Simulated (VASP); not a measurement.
# Ta (Im-3m) in VASP: notebook, part 2 of 2

VASP 6.6.1.

**4. Relaxation of the atoms, PBE+D3(BJ)**

INCAR reads:

```
PREC = Accurate
ENCUT = 600
EDIFF = 1E-7
ISMEAR = 1
SIGMA = 0.1
LREAL = False
LASPH = True
NELM = 80
ALGO = Normal
ISIF = 2
LWAVE = False
LCHARG = False
GGA = PE
IVDW = 12
IBRION = 2
NSW = 40
EDIFFG = -0.01
```

KPOINTS reads:

```
Automatic mesh
0
Gamma
  16 16 16
```

POSCAR reads:

```
Ta                                      
1.0
   -1.6438463425      1.6438463425      1.6438463425
    1.6438463425     -1.6438463425      1.6438463425
    1.6438463425      1.6438463425     -1.6438463425
  Ta            
     1
Direct
     0.0000000000000000    0.0000000000000000    0.0000000000000000
```

Potentials or basis: VASP PAW PBE potentials, release 64 (Ta_pv).

The run is started by

```sh
$ cat potpaw_PBE.64/Ta_pv/POTCAR > POTCAR
$ mpirun -np 1 vasp_std > vasp.out
```

OUTCAR:

```text
PREC = Accurate
   ENCUT = 600
   EDIFF = 1E-7
   ISMEAR = 1
   LREAL = False
   LASPH = True
   NELM = 80
   ISIF = 2
   GGA = PE
   IVDW = 12
   IBRION = 2
   NSW = 40
   EDIFFG = -0.01
 IVDW          = 12

 ion  position               nearest neighbor table
   1  0.000  0.000  0.000-

  LATTYP: Found a body centered cubic cell.
 ALAT       =     3.2876926850

  Lattice vectors:
[... 470 lines left out ...]
      7       8.9874      0.00000
      8      10.5232      0.00000
      9      12.4490      0.00000

 [... further k-points ...]

------------------------ aborting loop because EDIFF is reached ----------------------------------------

 Edisp (eV)   -0.67183

 E8    (eV) :    -0.3518

  FORCE on cell =-STRESS in cart. coord.  units (eV):
  Direction    XX          YY          ZZ          XY          YZ          ZX
  --------------------------------------------------------------------------------------
  -------------------------------------------------------------------------------------
  Total      -0.00145    -0.00145    -0.00145     0.00000    -0.00000     0.00000
  in kB      -0.13107    -0.13107    -0.13107     0.00000    -0.00000     0.00000
  external pressure =       -0.13 kB  Pullay stress =        0.00 kB

 VOLUME and BASIS-vectors are now :
 -----------------------------------------------------------------------------
  energy-cutoff  :      600.00
  volume of cell :       17.77
      direct lattice vectors                 reciprocal lattice vectors
    -1.643846343  1.643846343  1.643846343     0.000000000  0.304164682  0.304164682
     1.643846343 -1.643846343  1.643846343     0.304164682  0.000000000  0.304164682
     1.643846343  1.643846343 -1.643846343     0.304164682  0.304164682  0.000000000

 POSITION                                       TOTAL-FORCE (eV/Angst)
 -----------------------------------------------------------------------------------
      0.00000      0.00000      0.00000         0.000000     -0.000000     -0.000000
 -----------------------------------------------------------------------------------
    total drift:                               -0.000000      0.000000      0.000000

  FREE ENERGIE OF THE ION-ELECTRON SYSTEM (eV)
  ---------------------------------------------------
  free  energy   TOTEN  =       -12.4705246429 eV

  energy  without entropy=      -12.4699559187  energy(sigma->0) =      -12.47033507

 reached required accuracy - stopping structural energy minimisation
```

OSZICAR:

```text
N       E                     dE             d eps       ncg     rms          rms(c)
DAV:   1     0.511910149529E+02    0.51191E+02   -0.70707E+03  2610   0.130E+03
DAV:   2    -0.114896561539E+02   -0.62681E+02   -0.61805E+02  3281   0.264E+02
DAV:   3    -0.122478528896E+02   -0.75820E+00   -0.74206E+00  3028   0.286E+01
DAV:   4    -0.122535131947E+02   -0.56603E-02   -0.55598E-02  2913   0.195E+00
DAV:   5    -0.122535498698E+02   -0.36675E-04   -0.36665E-04  2982   0.145E-01    0.137E+01
DAV:   6    -0.119058360469E+02    0.34771E+00   -0.38298E-01  2718   0.764E+00    0.675E+00
DAV:   7    -0.117998735666E+02    0.10596E+00   -0.32119E-01  2734   0.663E+00    0.395E-01
DAV:   8    -0.117987198155E+02    0.11538E-02   -0.44473E-03  2823   0.831E-01    0.944E-02
DAV:   9    -0.117986957153E+02    0.24100E-04   -0.12073E-04  2792   0.145E-01    0.327E-02
DAV:  10    -0.117986902671E+02    0.54483E-05   -0.45200E-06  2927   0.314E-02    0.529E-03
DAV:  11    -0.117986903253E+02   -0.58191E-07   -0.23861E-07  2758   0.693E-03
   1 F= -.12470525E+02 E0= -.12470335E+02  d E =-.124705E+02
```

Run time: 9.4 s. Hardware: 1 thread of Intel Xeon Platinum 8488C (Sapphire Rapids), shared host; peak memory 0.17 GiB.

Results:

```
Free energy                : -12.4705 eV
Pressure after relaxing    : 0.0 GPa
Band gap on the k mesh     : none (metal or under the smearing width)
Dispersion energy per atom : -0.672 eV
```

Final structure:
```
Ta
1.0
    -1.64385    1.64385    1.64385
     1.64385   -1.64385    1.64385
     1.64385    1.64385   -1.64385
Ta
1
Direct
  0.00000 0.00000 0.00000
```

Levels at points of the mesh, in eV from the Fermi level:
| k point | band 1 | band 2 | band 3 | band 4 | band 5 | band 6 | band 7 | band 8 | band 9 |
| --- | --- | --- | --- | --- | --- | --- | --- | --- | --- |
| (0.00, 0.00, 0.00) | -33.00 | -33.00 | -33.00 | -7.94 | 0.76 | 0.76 | 0.76 | 4.08 | 4.08 |
| (0.50, 0.00, 0.00) | -34.22 | -33.39 | -33.01 | -4.41 | -1.56 | 1.67 | 3.97 | 5.01 | 7.95 |
| (0.50, 0.50, 0.50) | -33.85 | -33.85 | -33.85 | -3.86 | -3.86 | 6.97 | 6.97 | 6.97 | 8.80 |

Caveat: the relaxation stopped at its first step, so nothing moved; pairwise dispersion overbinds metals, which lowers pressure and volume. Spin-orbit coupling is left out, which matters for the levels of Ta.

**5. Relaxation of the atoms, PBE+D3(BJ) (a relaxed cell with its volume scaled by 1.02)**

INCAR is that of step 4.

KPOINTS is that of step 4.

POSCAR reads:

```
Ta                                      
1.0
   -1.6547330594      1.6547330594      1.6547330594
    1.6547330594     -1.6547330594      1.6547330594
    1.6547330594      1.6547330594     -1.6547330594
  Ta            
     1
Direct
     0.0000000000000000    0.0000000000000000    0.0000000000000000
```

The run is started by

```sh
$ cat potpaw_PBE.64/Ta_pv/POTCAR > POTCAR
$ mpirun -np 1 vasp_std > vasp.out
```

It took 10 s on 1 thread of Intel Xeon Platinum 8488C (Sapphire Rapids), shared host; peak memory 0.17 GiB.

Results (log left out):

- Free energy: -12.4661 eV
- Pressure after relaxing: -3.9 GPa
- Band gap on the k mesh: none (metal or under the smearing width)
- Dispersion energy per atom: -0.658 eV

Final structure:
```yaml
crystal:
  lattice:
    - [-1.65473, 1.65473, 1.65473]
    - [1.65473, -1.65473, 1.65473]
    - [1.65473, 1.65473, -1.65473]
  atoms:
    - { symbol: Ta, position: [0.00000, 0.00000, 0.00000] }
```

Levels at points of the mesh, in eV from the Fermi level:
```csv
k point,band 2,band 3,band 4,band 5,band 6,band 7,band 8,band 9
"(0.00, 0.00, 0.00)",-33.08,-33.08,-7.87,0.75,0.75,0.75,4.01,4.01
"(0.50, 0.00, 0.00)",-33.45,-33.09,-4.33,-1.50,1.58,3.88,4.90,7.75
"(0.50, 0.50, 0.50)",-33.88,-33.88,-3.74,-3.74,6.80,6.80,6.80,8.62
```

Caveat: the relaxation stopped at its first step, so nothing moved; pairwise dispersion overbinds metals, which lowers pressure and volume. The run has no spin-orbit coupling, so splittings on Ta are missing.

**6. Relaxation of the atoms, PBE+D3(BJ) (a relaxed cell with its volume scaled by 1.04)**

INCAR is that of step 5.

KPOINTS is that of step 5.

POSCAR reads:

```
Ta                                      
1.0
   -1.6654783803      1.6654783803      1.6654783803
    1.6654783803     -1.6654783803      1.6654783803
    1.6654783803      1.6654783803     -1.6654783803
  Ta            
     1
Direct
     0.0000000000000000    0.0000000000000000    0.0000000000000000
```

Potentials or basis: VASP PAW PBE potentials, release 64 (Ta_pv).

The run is started by

```sh
$ cat potpaw_PBE.64/Ta_pv/POTCAR > POTCAR
$ mpirun -np 1 vasp_std > vasp.out
```

It took 10 s on 1 thread of Intel Xeon Platinum 8488C (Sapphire Rapids), shared host; peak memory 0.16 GiB.

Results (log left out):

```yaml
Free_energy: -12.4535 eV
Pressure_after_relaxing: -7.5 GPa
Band_gap_on_the_k_mesh: none (metal or under the smearing width)
Dispersion_energy_per_atom: -0.645 eV
```

Final structure:
```
Ta
1.0
    -1.66548    1.66548    1.66548
     1.66548   -1.66548    1.66548
     1.66548    1.66548   -1.66548
Ta
1
Direct
  0.00000 0.00000 0.00000
```

Levels at points of the mesh, in eV from the Fermi level:
```
           k point  band 1  band 2  band 3  band 4  band 5  band 6  band 7  band 8  band 9
(0.00, 0.00, 0.00)  -33.16  -33.16  -33.16   -7.80    0.75    0.75    0.75    3.93    3.93
(0.50, 0.00, 0.00)  -34.24  -33.51  -33.17   -4.25   -1.45    1.49    3.80    4.79    7.56
(0.50, 0.50, 0.50)  -33.92  -33.92  -33.92   -3.63   -3.63    6.64    6.64    6.64    8.44
```

Caveat: the relaxation stopped at its first step, so nothing moved; pairwise dispersion overbinds metals, which lowers pressure and volume. Spin-orbit coupling is left out, which matters for the levels of Ta.

**7. The runs side by side**

```tsv
cell	gap on the mesh (eV)	pressure (GPa)
atoms relaxed from: a relaxed cell with its volume scaled by 0.96	none	8.8
atoms relaxed from: a relaxed cell with its volume scaled by 0.98	none	4.2
atoms relaxed	none	0.0
atoms relaxed from: a relaxed cell with its volume scaled by 1.02	none	-3.9
atoms relaxed from: a relaxed cell with its volume scaled by 1.04	none	-7.5
```

Alike in all rows: task relaxation of the atoms; level PBE+D3(BJ); potentials or basis VASP PAW PBE potentials, release 64 (Ta_pv); no spin polarisation; k mesh 16 × 16 × 16; cutoff (eV) 600; smearing methfessel-paxton 0.1 eV.

Caveats: the relaxation stopped at its first step, so nothing moved; pairwise dispersion overbinds metals, which lowers pressure and volume.

Total energies depend on the potentials used, so only differences within one code and one set of settings carry meaning.
